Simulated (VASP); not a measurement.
The input files of a VASP run:

### KPOINTS
```
Automatic mesh
0
Gamma
10 10 10
0 0 0
```

POSCAR:
```
K
1
   -2.6107629202     2.6107629202     2.6107629202
    2.6107629202    -2.6107629202     2.6107629202
    2.6107629202     2.6107629202    -2.6107629202
K
1
Direct
  0.0000000000   0.0000000000   0.0000000000
```

### INCAR
```
! general
SYSTEM   = K
PREC     = Accurate
ENCUT    = 520
LREAL    = .FALSE.
LASPH    = .TRUE.

! electronic loop
EDIFF    = 1E-7
NELM     = 100
ALGO     = Normal

! smearing
ISMEAR   = 1
SIGMA    = 0.1

! functional
GGA      = ML
LUSE_VDW = .TRUE.
AGGAC    = 0.0
ZAB_VDW  = -1.8867

! ions
ISIF     = 2

! output
LWAVE    = .FALSE.
LCHARG   = .FALSE.
```

POTCAR, in this order: K_sv (PBE.64 set). Program: vasp_std.

Problem. Translate this vdW-DF2 calculation to Quantum ESPRESSO's pw.x.

Solution. One equivalent input (not run):
```
&CONTROL
  calculation = 'scf'
  pseudo_dir = './pseudo'
  outdir = './out'
  tprnfor = .true.
  tstress = .true.
/
&SYSTEM
  ibrav = 0
  nat = 1
  ntyp = 1
  ecutwfc = 74
  occupations = 'smearing'
  smearing = 'methfessel-paxton'
  degauss = 0.00735
  input_dft = 'vdw-df2'
/
&ELECTRONS
  conv_thr = 7.3e-09
  electron_maxstep = 100
/
ATOMIC_SPECIES
  K 39.098 K.upf
CELL_PARAMETERS angstrom
    -2.6107629    2.6107629    2.6107629
     2.6107629   -2.6107629    2.6107629
     2.6107629    2.6107629   -2.6107629
ATOMIC_POSITIONS crystal
  K    0.0000000  0.0000000  0.0000000
K_POINTS automatic
  10 10 10 0 0 0
```
The two are equivalent in intent, not identical: the potentials are each code's own (VASP's PAW set, PseudoDojo norm-conserving files in pw.x), so ENCUT and ecutwfc are chosen apart and not converted; conv_thr bounds pw.x's estimated SCF error, while EDIFF bounds the energy change between steps.

The compound is K in the bcc structure. This cell is one point of a volume scan, at 1.03 of the reference volume.
